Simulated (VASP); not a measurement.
Crystal: Rh.

```xyz
1
Lattice="0.0000 1.8979 1.8979 1.8979 0.0000 1.8979 1.8979 1.8979 0.0000" Properties=species:S:1:pos:R:3 pbc="T T T"
Rh    0.0000    0.0000    0.0000
```

| Property | Result |
| --- | --- |
| Program | VASP 6.6.1 |
| Task | relaxation of cell and atoms |
| Functional | PBE |
| Potentials or basis | VASP PAW PBE potentials, release 64 (Rh_pv) |
| Cutoff | 600 eV |
| k mesh | 18 × 18 × 18 |
| Occupations | gaussian, width 0.1 eV |
| Spin | no spin polarisation |

At the start: pressure 7.3 GPa; volume 13.67 Å³/atom.

Where does the relaxation end?

Over 4 steps the energy falls by 8.2 meV/atom and the volume is 14.04 Å³/atom (+2.7 %); space group Fm-3m (No. 225, to 0.05 Å).

Step by step:
| step | energy change (eV) | largest force (eV/Å) | pressure (GPa) | volume (Å³) |
| --- | --- | --- | --- | --- |
| 1 | 0.0000 | 0.0000 | 7.34 | 13.67 |
| 2 | 0.0335 | 0.0000 | -13.71 | 14.95 |
| 3 | -0.0082 | 0.0000 | -0.15 | 14.05 |
| 4 | -0.0082 | 0.0000 | -0.01 | 14.04 |

Final structure:
```
CELL_PARAMETERS angstrom
0.00000 1.91473 1.91473
1.91473 0.00000 1.91473
1.91473 1.91473 0.00000
ATOMIC_POSITIONS crystal
Rh 0.00000 0.00000 0.00000
```
